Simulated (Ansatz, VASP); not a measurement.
# PtSe2 (1T-PtSe2 bilayer, AB) in two plane-wave programs

One calculation is typed for both programs; each brings its own data sets. How far apart do they land? The cell is taken from a series of runs on this material, whose earlier steps may have relaxed, scaled, displaced or heated it; both programs get it as it stands.

Program: Ansatz 0.2.0. Level of theory: plane waves, with VASP 6.6.1 beside it; PBE with D3(BJ). Results are calculated unless marked as measured.

## Step 1: Set-up

The cell holds 6 atoms: 4 Se and 2 Pt. Its edges and angles: a = 3.708 Å, b = 3.708 Å, c = 26.217 Å, α = 90.0°, β = 90.0°, γ = 120.0°. Vacuum lies along c.

## Step 2: Ansatz: single point, PBE with D3(BJ)

Ansatz runs on its default PAW (the set named soft_2) files.

With cell and atoms fixed, the geometry can't cause a difference; cores, projectors, grids and the points listed under the comparison can.

File input.yaml:

```yaml
crystal:
  lattice:
    - [3.7077783445, 0.0, 0.0]
    - [-1.8538891722, 3.2110302379, 0.0]
    - [0.0, 0.0, 26.2174087632]
  atoms:
    - { symbol: Se, position: [0.6666666667, 0.3333333333, 0.3432833535] }
    - { symbol: Pt, position: [0.0, 0.0, 0.3939100684] }
    - { symbol: Se, position: [0.3333333333, 0.6666666667, 0.4442294491] }
    - { symbol: Se, position: [0.0, 0.0, 0.5557705509] }
    - { symbol: Pt, position: [0.3333333333, 0.6666666667, 0.6060899316] }
    - { symbol: Se, position: [0.6666666667, 0.3333333333, 0.6567166465] }
kpoints:
  mp_grid: { grid: [12, 12, 1] }
  band_path:
    path: [[0, 0, 0], [0.5, 0, 0], [0.33333333, 0.33333333, 0], [0, 0, 0]]
    npoints: 16
hamiltonian:
  xc: pbe
  dispersion: d3bj
scf:
  occupations: { method: fermi_dirac, width: 0.05 }
  convergence: { dr2_threshold: 1.0e-10 }
efield:
  axis: 3
  dipole_correction: true
  ramp_position: 0.97
  ramp_width: 0.06
  amplitude: 0
output:
  dos: { projected: true, e_range: [-6, 5] }
  bader: true
  write_potential: true
  write_density: true
  volumetric_format: npy
  elf: true
```

Command:

```
$ ansatz run input.yaml --threads 4 --pin off --max-ram 6144MiB --backend cpu --events-out ev --progress --plain --runs-dir out
```

Numbers of over 12 decimals in the logs are rounded to 6 here.

What it wrote:

```text
Engine: ansatz 0.2.0, aarch64-unknown-linux-gnu
Pseudopotentials: kind: paw
Pseudopotential: Se, paw, valence charge 16, recommended cutoff 420 eV (normal), Se.paw.azcp
Pseudopotential: Pt, paw, valence charge 18, recommended cutoff 420 eV (normal), Pt.paw.azcp
Functional definition: PBE
  parameter kappa = 0.804
  parameter beta = 0.066725
  exchange = pbe_x(kappa = kappa, mu = beta*pi^2/3)
  correlation = pbe_c(beta = beta)
Crystal: 6 atoms, lattice volume = 312.139 Å³
Basis set: ecut = 420 eV, 6135 PW (Γ)
Bands: 60, of which v1, the nominal top of the filled ones, is band 50 counted from 1 (49 counted from 0)
Symmetry: 6 space group operations
k-points: 19 of 144 (time reversal used)
Non-local potential: Se, projectors of the file, l = 0: 2, l = 1: 2, l = 2: 3, l = 3: 1
Non-local potential: Pt, projectors of the file, l = 0: 3, l = 1: 2, l = 2: 2, l = 3: 1
PAW form: soft (Blöchl's): semilocal exchange-correlation on the pseudo side does not see the compensation charge
PAW one-centre angular grid: Se, 590 points (default); XC on 64 Gauss nodes
PAW one-centre angular grid: Pt, 590 points (default); XC on 64 Gauss nodes
Initial density: superposition of atomic densities (neutral atoms: chi_scale 0, normalization atom), corrected by the library's trained network
Initial wavefunctions: pseudopotential atomic-orbital guess
Functional: x = pbe(κ = 0.804, μ = 0.219515), c = pbe(β = 0.066725)
SCF iter   1: F=—  HF=-46926.829650 eV  |F-HF|=—  |Δ(HF+E_count)|=         —  Δρ=2.04e-3  dr2=3.15e-2  ethr=1.77e-3  p=0.000 e·Å  D=3.34e-14 V/Å  ΔV_dip=-0.00 eV  dr2_dipole=4.29e-8  V_vac-E_F(+/−)=4.78/4.78 eV  ⟨swp⟩=8.4  Hψ=4651  notcnv=0  defer=15
efield: sawtooth ramp at fractional position 0.9700 (set: `efield.ramp_position`, or a place that a band, a saddle search or an elastic batch's reference lends), width 0.0600; the density the first Hamiltonian is built on has a dipole p = 0.000 e·Å; the dipole correction subtracts the counter field D = 3.34e-14 V/Å, which shifts the + side's vacuum level by -0.00 eV against the − side's; the planar-averaged density in the ramp window peaks in size at 5.4e-6 e/Å³
preconditioner: auto → Resta (q_TF=auto, 2.257 Å⁻¹)  ε∞=3.2  [insulator: Δε(μ)=0.667 eV  Ē_g=9.508 eV  σ=0.050 eV  W_gap=1.00  n_scr=72 (ndim 8)  ℏωp=13.9 eV  f_vac=0.576  D(μ)=0.01/eV (n_scr^D=0)  ε∞_Penn≈3.2  vacuum switching on, ρ_ref=6.6e-3 e/Å³]
SCF iter   2: F=—  HF=-46926.829396 eV  |F-HF|=—  |Δ(HF+E_count)|=   2.54e-4  Δρ=1.52e-3  dr2=3.78e-2  ethr=3.15e-5  p=0.000 e·Å  D=3.70e-5 V/Å  ΔV_dip=-0.00 eV  dr2_dipole=3.29e-7  V_vac-E_F(+/−)=4.89/4.89 eV  ⟨swp⟩=2.3  Hψ=1816  notcnv=0  defer=56
SCF iter   3: F=—  HF=-46926.826644 eV  |F-HF|=—  |Δ(HF+E_count)|=   2.75e-3  Δρ=6.17e-4  dr2=3.17e-3  ethr=3.15e-5  p=-0.000 e·Å  D=-1.49e-5 V/Å  ΔV_dip=0.00 eV  dr2_dipole=6.85e-8  V_vac-E_F(+/−)=4.81/4.81 eV  ⟨swp⟩=2.0  Hψ=1301  notcnv=0  defer=56
SCF iter   4: F=—  HF=-46926.826875 eV  |F-HF|=—  |Δ(HF+E_count)|=   2.31e-4  Δρ=4.52e-4  dr2=9.50e-4  ethr=3.17e-6  p=0.000 e·Å  D=2.83e-5 V/Å  ΔV_dip=-0.00 eV  dr2_dipole=2.24e-7  V_vac-E_F(+/−)=4.82/4.82 eV  ⟨swp⟩=2.0  Hψ=1481  notcnv=0  defer=56
SCF iter   5: F=—  HF=-46926.826853 eV  |F-HF|=—  |Δ(HF+E_count)|=   2.17e-5  Δρ=8.28e-5  dr2=2.63e-5  ethr=9.50e-7  p=-0.000 e·Å  D=-2.69e-5 V/Å  ΔV_dip=0.00 eV  dr2_dipole=1.91e-7  V_vac-E_F(+/−)=4.81/4.81 eV  ⟨swp⟩=2.0  Hψ=1393  notcnv=0  defer=56
SCF iter   6: F=—  HF=-46926.826865 eV  |F-HF|=—  |Δ(HF+E_count)|=   1.18e-5  Δρ=3.72e-5  dr2=1.43e-5  ethr=2.63e-8  p=0.000 e·Å  D=1.36e-4 V/Å  ΔV_dip=-0.00 eV  dr2_dipole=4.95e-6  V_vac-E_F(+/−)=4.81/4.82 eV  ⟨swp⟩=2.1  Hψ=1505  notcnv=0  defer=56
SCF iter   7: F=—  HF=-46926.826869 eV  |F-HF|=—  |Δ(HF+E_count)|=   3.91e-6  Δρ=3.65e-5  dr2=3.53e-5  ethr=1.43e-8  p=-0.000 e·Å  D=-2.46e-4 V/Å  ΔV_dip=0.01 eV  dr2_dipole=1.64e-5  V_vac-E_F(+/−)=4.82/4.81 eV  ⟨swp⟩=2.0  Hψ=1421  notcnv=0  defer=56  recentre
SCF iter   8: F=—  HF=-46926.826863 eV  |F-HF|=—  |Δ(HF+E_count)|=   5.40e-6  Δρ=1.88e-5  dr2=3.83e-6  ethr=1.43e-8  p=0.000 e·Å  D=7.01e-5 V/Å  ΔV_dip=-0.00 eV  dr2_dipole=1.32e-6  V_vac-E_F(+/−)=4.82/4.82 eV  ⟨swp⟩=2.0  Hψ=1294  notcnv=0  defer=56
SCF iter   9: F=—  HF=-46926.826938 eV  |F-HF|=—  |Δ(HF+E_count)|=   7.41e-5  Δρ=4.84e-6  dr2=2.19e-7  ethr=3.83e-9  p=0.000 e·Å  D=1.62e-5 V/Å  ΔV_dip=-0.00 eV  dr2_dipole=5.85e-8  V_vac-E_F(+/−)=4.82/4.82 eV  ⟨swp⟩=2.0  Hψ=1491  notcnv=0  defer=57
SCF iter  10: F=—  HF=-46926.826938 eV  |F-HF|=—  |Δ(HF+E_count)|=   1.47e-7  Δρ=9.82e-7  dr2=7.75e-9  ethr=2.19e-10  p=0.000 e·Å  D=2.54e-6 V/Å  ΔV_dip=-0.00 eV  dr2_dipole=1.45e-9  V_vac-E_F(+/−)=4.82/4.82 eV  ⟨swp⟩=2.2  Hψ=1498  notcnv=0  defer=57
SCF iter  11: F=—  HF=-46926.826938 eV  |F-HF|=—  |Δ(HF+E_count)|=   5.76e-9  Δρ=4.96e-7  dr2=1.90e-9  ethr=7.75e-12  p=0.000 e·Å  D=3.57e-7 V/Å  ΔV_dip=-0.00 eV  dr2_dipole=7.02e-13  V_vac-E_F(+/−)=4.82/4.82 eV  ⟨swp⟩=2.8  Hψ=2203  notcnv=0  defer=57
SCF iter  12: F=—  HF=-46926.826938 eV  |F-HF|=—  |Δ(HF+E_count)|=  2.04e-10  Δρ=2.81e-7  dr2=1.32e-9  ethr=1.90e-12  p=0.000 e·Å  D=2.67e-7 V/Å  ΔV_dip=-0.00 eV  dr2_dipole=5.72e-13  V_vac-E_F(+/−)=4.82/4.82 eV  ⟨swp⟩=2.0  Hψ=1410  notcnv=0  defer=57
SCF iter  13: F=—  HF=-46926.826938 eV  |F-HF|=—  |Δ(HF+E_count)|=  2.91e-11  Δρ=1.48e-7  dr2=1.14e-10  ethr=1.32e-12  p=0.000 e·Å  D=2.32e-7 V/Å  ΔV_dip=-0.00 eV  dr2_dipole=6.40e-14  V_vac-E_F(+/−)=4.82/4.82 eV  ⟨swp⟩=1.3  Hψ=1112  notcnv=0  defer=57
SCF iter  14: F=-46926.826938 eV  HF=-46926.826938 eV  |F-HF|=2.91e-11  |Δ(HF+E_count)|=  8.73e-11  Δρ=6.95e-8  dr2=3.50e-11  ethr=1.00e-12  p=0.000 e·Å  D=1.63e-7 V/Å  ΔV_dip=-0.00 eV  dr2_dipole=1.99e-15  V_vac-E_F(+/−)=4.82/4.82 eV  ⟨swp⟩=12.1  Hψ=3130  notcnv=0
SCF 1 converged in 14 iterations: F = -46926.826938 eV  dr2 = 3.50e-11
  greatest PAW one-centre occupation: 1.000 electrons in one spin orbital (limit 2), on the Pt atom at site 1 (counted from 0), in its partial waves of l = 0
NSCF: frozen V_eff on 49 k-points
efield: sawtooth ramp at fractional position 0.9700 (kept from the solve that this one continues, or follows in the run), width 0.0600; the density the first Hamiltonian is built on has a dipole p = 0.000 e·Å; the dipole correction subtracts the counter field D = 1.63e-7 V/Å, which shifts the + side's vacuum level by -0.00 eV against the − side's; the planar-averaged density in the ramp window peaks in size at 4.8e-6 e/Å³
WARN: The output density's exchange-correlation potential varies sharply where the density is thin. Do not read a vacuum level from v_tot or v_xc, or from such a field of the output density. On a cell that repeats whose density bears no net charge and no dipole along the vacuum's axis use v_es (v_loc + v_h of the components); under efield.dipole_correction with no amplitude use v_es + v_field, which holds any externa [...]
SCF converged after 14 iterations
Free energy (F): -46926.826938 eV
Harris-Foulkes:  -46926.826938 eV  (|F-HF|=2.91e-11)
Internal energy: -46926.826781 eV  (E = F + TS)
E sigma→0 (E₀):  -46926.826860 eV
Entropy (-TS):   -0.000156 eV (-0.026 meV/atom)
Fermi energy:    2.154252 eV
Dipole field:    D = 0.000000 V/Å  (p = 0.000000 e·Å, saw-weighted, corrected)
Work function:   Φ+ = 4.8168 eV   Φ− = 4.8168 eV
Levels:          The Fermi level and band energies are counted from a zero that moves with the ramp; work functions are not
--- Per-component energies (eV) ---
  E_band       = -2999.039686
  E_kinetic    = 1747.528030
  E_local      = -135293.738079  (includes V_loc(G=0)·N_el)
  E_nonlocal   = -1981.760317
  E_hartree    = 66616.475262
  E_xc         = -940.142591
  E_vxc        = -998.056805  (∫ρ·V_xc dr)
  E_paw        = -26555.411792  (= ΣΔE_a)
  E_vpaw       = 294.038039  (= ΣTr[D̂ρ^β])
  E_aug_tail   = -0.001961  (compensation charges beyond the density's cutoff)
  E_efield     = 0.000000  (sawtooth field / dipole correction)
  E_vefield    = 0.000000  (∫n·V_field dr)
  E_ewald      = 49482.406058
  E_disp       = -2.181392  (pairwise vdW)
  E_smearing   = -0.000156  (= −TS)
  E_closure    = 0.000000  (closes the sum)
  Σ components = -46926.826938   (vs F -46926.826938, Δ=0.00e0)
--- Band table (eV; the first three rows and the last of 19) ---
  k-point 0: bands = [... 46 lower, 1.2083, 1.3479, 1.3479, 1.4655, 4.1827, 4.1827, 4.3106, 4.3106, ... 6 higher]
  k-point 1: bands = [... 46 lower, 1.2083, 1.2375, 1.3569, 1.7535, 3.6748, 3.8428, 4.0524, 4.2146, ... 6 higher]
  k-point 2: bands = [... 46 lower, 1.1045, 1.1309, 1.2953, 1.7369, 2.8830, 3.1783, 3.8222, 4.0344, ... 6 higher]
  k-point 18: bands = [... 46 lower, 0.2553, 0.3583, 0.3583, 0.3588, 2.6964, 3.0566, 3.0566, 3.4245, ... 6 higher]
--- Bader charges: 6 sites ---
  site symbol  charge [e]  shift [e]
     0     Se     -0.0619     0.0029
     1     Pt      0.1147     0.0058
     2     Se     -0.0527     0.0029
     3     Se     -0.0528     0.0029
     4     Pt      0.1147     0.0058
     5     Se     -0.0619     0.0029
  estimated error of the sums over rays = 3.6e-4 e
```

The column dr2 measures how far the density is from self-consistency, as an energy; F and HF (Harris–Foulkes) agree once it is small.

## Step 3: VASP: single point, PBE with D3(BJ)

The same cell, functional, mesh and smearing now go to VASP, with its own data sets.

Lines of VASP's logs that name or quote its potential files are left out, and so is its time.

File INCAR:

```
SYSTEM = PtSe2
PREC = Accurate
ENCUT = 400
EDIFF = 1E-06
NELM = 120
ISMEAR = -1
SIGMA = 0.05
LREAL = .FALSE.
ALGO = Normal
GGA = PE
IVDW = 12
NBANDS = 28
LASPH = .TRUE.
LORBIT = 11
LWAVE = .FALSE.
LCHARG = .FALSE.
ISIF = 2
LDIPOL = .TRUE.
IDIPOL = 3
DIPOL = 0.5 0.5 0.5
LVHAR = .TRUE.
GGA_COMPAT = .FALSE.
EFERMI = MIDGAP
NELMDL = -8
KPAR = 2
```

File POSCAR:

```
PtSe2
1.0
    3.7077783445      0.0000000000      0.0000000000
   -1.8538891722      3.2110302379      0.0000000000
    0.0000000000      0.0000000000     26.2174087632
Se Pt
4 2
Direct
    0.6666666666      0.3333333333      0.3432833535
    0.3333333333      0.6666666666      0.4442294491
    0.9999999999      1.0000000000      0.5557705509
    0.6666666666      0.3333333333      0.6567166465
    0.9999999999      1.0000000000      0.3939100684
    0.3333333333      0.6666666666      0.6060899316
```

File KPOINTS:

```
Automatic mesh
0
Gamma
12 12 1
0 0 0
```

Potentials, in the order of the species: Se and Pt (PBE family, release 64).

Command:

```
$ mpirun -np 2 vasp_std
```

What it wrote:

```text
[banner, memory and clock lines left out]
running    2 mpi-ranks, on    1 nodes
 distrk:  each k-point on    1 cores,    2 groups
 distr:  one band on    1 cores,    1 groups

 POSCAR found type information on POSCAR SePt
 POSCAR found :  2 types and       6 ions
 LDA part: xc-table for (Slater+PW92), standard interpolation
 POSCAR, INCAR and KPOINTS ok, starting setup
 FFT: planning ... GRIDC
 FFT: planning ... GRID_SOFT
 FFT: planning ... GRID
 WAVECAR not read
 entering main loop
       N       E                     dE             d eps       ncg     rms          rms(c)
DAV:   1     0.298508549586E+03    0.29851E+03   -0.14773E+04  1064   0.101E+03
DAV:   2    -0.317982593135E+00   -0.29883E+03   -0.28942E+03  1512   0.213E+02
DAV:   3    -0.294537788514E+02   -0.29136E+02   -0.28611E+02  1252   0.733E+01
DAV:   4    -0.301804298251E+02   -0.72665E+00   -0.72133E+00  1356   0.125E+01
DAV:   5    -0.301947522510E+02   -0.14322E-01   -0.14301E-01  1332   0.174E+00
DAV:   6    -0.301952285671E+02   -0.47632E-03   -0.47629E-03  1428   0.310E-01
DAV:   7    -0.301952442329E+02   -0.15666E-04   -0.15666E-04  1408   0.506E-02
DAV:   8    -0.301952447279E+02   -0.49500E-06   -0.49505E-06  1324   0.826E-03    0.175E+01
DAV:   9    -0.289168567180E+02    0.12784E+01   -0.94858E+00  1140   0.245E+01    0.100E+01
DAV:  10    -0.286171480478E+02    0.29971E+00   -0.27882E+00  1124   0.140E+01    0.436E+00
DAV:  11    -0.285250914563E+02    0.92057E-01   -0.21964E-01  1168   0.369E+00    0.111E+00
DAV:  12    -0.285145753917E+02    0.10516E-01   -0.66263E-02  1180   0.191E+00    0.288E-01
DAV:  13    -0.285150865545E+02   -0.51116E-03   -0.52860E-03  1232   0.404E-01    0.252E-01
DAV:  14    -0.285154462182E+02   -0.35966E-03   -0.43571E-04  1284   0.138E-01    0.199E-01
[...]
DAV:  18    -0.285153915744E+02    0.32509E-04   -0.47449E-05  1156   0.260E-02    0.446E-02
DAV:  19    -0.285153978472E+02   -0.62728E-05   -0.16981E-05  1196   0.175E-02    0.185E-02
DAV:  20    -0.285154130876E+02   -0.15240E-04   -0.21706E-05  1164   0.175E-02    0.788E-03
DAV:  21    -0.285154229950E+02   -0.99074E-05   -0.79568E-07   840   0.350E-03    0.104E-02
DAV:  22    -0.285154414185E+02   -0.18423E-04   -0.19360E-06   836   0.563E-03    0.429E-03
DAV:  23    -0.285154451253E+02   -0.37068E-05   -0.17537E-06   856   0.549E-03    0.315E-03
DAV:  24    -0.285154479407E+02   -0.28155E-05   -0.44007E-07   740   0.277E-03    0.642E-04
DAV:  25    -0.285154486802E+02   -0.73950E-06   -0.95737E-08   708   0.121E-03
   1 F= -.30696575E+02 E0= -.30696490E+02  d E =-.169628E-03
```

From OUTCAR (step 3):

```text
ion  position               nearest neighbor table
   1  0.667  0.333  0.343-   5 2.52   5 2.52   5 2.52
   2  0.333  0.667  0.444-   5 2.51   5 2.51   5 2.51
   3  1.000  0.000  0.556-   6 2.51   6 2.51   6 2.51
   4  0.667  0.333  0.657-   6 2.52   6 2.52   6 2.52
   5  1.000  0.000  0.394-   2 2.51   2 2.51   2 2.51   1 2.52   1 2.52   1 2.52
   6  0.333  0.667  0.606-   3 2.51   3 2.51   3 2.51   4 2.52   4 2.52   4 2.52

  LATTYP: Found a hexagonal cell.
 ALAT       =     3.7077783445
 C/A-ratio  =     7.0709212707

 Subroutine GETGRP returns: Found 12 space group operations
 (whereof  6 operations were pure point group operations)

The static configuration has the point symmetry C_3v.
 The point group associated with its full space group is D_3d.

 Found     19 irreducible k-points:

   k-points           NKPTS =     19   k-points in BZ     NKDIM =     19   number of bands    NBANDS=     28

   dimension x,y,z NGX =    24 NGY =   24 NGZ =  180
   dimension x,y,z NGXF=    48 NGYF=   48 NGZF=  360

   ENCUT  =  400.0 eV  29.40 Ry    5.42 a.u.   6.05  6.05 42.75*2*pi/ulx,y,z

   NELECT =      44.0000    total number of electrons

 k-points in reciprocal lattice and weights: Automatic mesh
   0.00000000  0.00000000  0.00000000       0.007
   0.08333333  0.00000000  0.00000000       0.042
   0.16666667  0.00000000  0.00000000       0.042
   0.25000000  0.00000000  0.00000000       0.042
   0.33333333 -0.00000000  0.00000000       0.042
   0.41666667  0.00000000  0.00000000       0.042
   0.50000000  0.00000000  0.00000000       0.021
   0.08333333  0.08333333  0.00000000       0.042
   0.16666667  0.08333333  0.00000000       0.083
[...]
0.33333333  0.25000000  0.00000000       0.083
   0.33333333  0.33333333  0.00000000       0.014

 dipolmoment           0.000000      0.000000      0.000000 electrons x Angstroem

 average (electrostatic) potential at core
       1 -59.4172       2 -59.4722       3 -59.4722       4 -59.4172       5 -75.4749
       6 -75.4749

 E-fermi :  -0.4912

 k-point     1 :       0.0000    0.0000    0.0000
  band No.  band energies     occupation
    ...
     18      -1.4321      2.00000
     19      -1.4321      2.00000
     20      -1.2928      2.00000
     21      -1.2928      2.00000
     22      -1.1768      2.00000
     23       1.5365      0.00000
     24       1.5365      0.00000
     25       1.6641      0.00000
     26       1.6641      0.00000
     27       3.2931      0.00000
    ...

 k-point     2 :       0.0833    0.0000    0.0000
  band No.  band energies     occupation
    ...
     18      -1.5971      2.00000
     19      -1.4326      2.00000
     20      -1.4051      2.00000
     21      -1.2843      2.00000
     22      -0.8879      1.99928
     23       1.0279      0.00000
     24       1.1962      0.00000
     25       1.4061      0.00000
     26       1.5681      0.00000
     27       3.5686      0.00000
    ...

 k-point     3 :       0.1667    0.0000    0.0000
  band No.  band energies     occupation
    ...
     18      -1.6438      2.00000
     19      -1.5395      2.00000
     20      -1.5113      2.00000
     21      -1.3471      2.00000
     22      -0.9035      1.99948
     23       0.2344      0.00000
     24       0.5290      0.00000
     25       1.1759      0.00000
     26       1.3877      0.00000
     27       4.0759      0.00000
    ...

 Edisp (eV)   -2.18113

  Total      -0.05147    -0.05147    -0.05669    -0.00000     0.00000     0.00000
  in kB      -0.26419    -0.26419    -0.29101    -0.00000     0.00000     0.00000
  external pressure =       -0.27 kB  Pullay stress =        0.00 kB

  energy-cutoff  :      400.00
  volume of cell :      312.14
      direct lattice vectors                 reciprocal lattice vectors
     3.707778344  0.000000000  0.000000000     0.269703285  0.155713264  0.000000000
    -1.853889172  3.211030238  0.000000000     0.000000000  0.311426529  0.000000000
     0.000000000  0.000000000 26.217408763     0.000000000  0.000000000  0.038142595

 POSITION                                       TOTAL-FORCE (eV/Angst)
 -----------------------------------------------------------------------------------
      1.85389      1.07034      9.00000         0.000000     -0.000000     -0.001075
      0.00000      2.14069     11.64655        -0.000000     -0.000000      0.001337
      3.70778      0.00000     14.57086        -0.000000     -0.000000     -0.001337
      1.85389      1.07034     17.21741         0.000000     -0.000000      0.001075
      3.70778      0.00000     10.32730        -0.000000      0.000000     -0.000741
      0.00000      2.14069     15.89011         0.000000     -0.000000      0.000741
 -----------------------------------------------------------------------------------
    total drift:                                0.000000      0.000000      0.000000

  FREE ENERGIE OF THE ION-ELECTRON SYSTEM (eV)
  ---------------------------------------------------
  free  energy   TOTEN  =       -30.6965749138 eV

  energy  without entropy=      -30.6964052858  energy(sigma->0) =      -30.69649010

 vacuum level on the upper side and lower side of the slab         4.332         4.332

 total charge
# of ion       s       p       d       tot
------------------------------------------
    1        1.477   2.249   0.056   3.783
    2        1.481   2.246   0.059   3.786
    3        1.481   2.246   0.059   3.786
    4        1.477   2.249   0.056   3.783
    5        0.678   0.697   7.999   9.375
    6        0.678   0.697   7.999   9.375
--------------------------------------------------
tot          7.273  10.386  16.229  33.888

[... 3 further parts left out ...]
```

## Step 4: Differences

Known differences besides the potentials themselves: the data sets hold 100 valence electrons in Ansatz (on its default PAW (the set named soft_2) files) and 44 in VASP; the cutoff is 420 eV in Ansatz and 400 eV in VASP. Total energies have different zeros and are not compared.

Compared:

```tsv
quantity	Ansatz	VASP	difference
gap on the k mesh (eV)	0.661	0.650	+0.011
```

A gap on the mesh is an upper bound, since the band edges may lie between its points; neither run holds spin-orbit coupling, which can move the band edges of a compound of Pt. Where the cell holds vacuum, a pressure given here is an average over it and none of the material.

## Step 5: Summary of results

```json
{
  "difference in gap on the k mesh (single point, PBE with D3(BJ))": "0.011 eV"
}
```

**Reading.** The difference in gap on the k mesh is 0.011 eV (single point, PBE with D3(BJ)), within the 0.08 eV picked in this series as the mark of a large difference. The data sets hold unlike numbers of valence electrons (100 in Ansatz and 44 in VASP), so part of the differences may come from the potentials. Such differences can come from data sets, numerical settings and the points named under the comparisons, not from the functional's error against experiment.

[Lines on the potential files, build, host, timing and source positions are cut from VASP's logs without a mark.]

[Logs are printed without paths, hosts, clocks, repeated set-up lines and the standing remarks that a program may print on its own settings, such as how far it seeks lower states.]

[Hosts, paths, dates, database ids (printed as entryN), source tags and the programs' standing remarks are cut or masked in the printed files.]
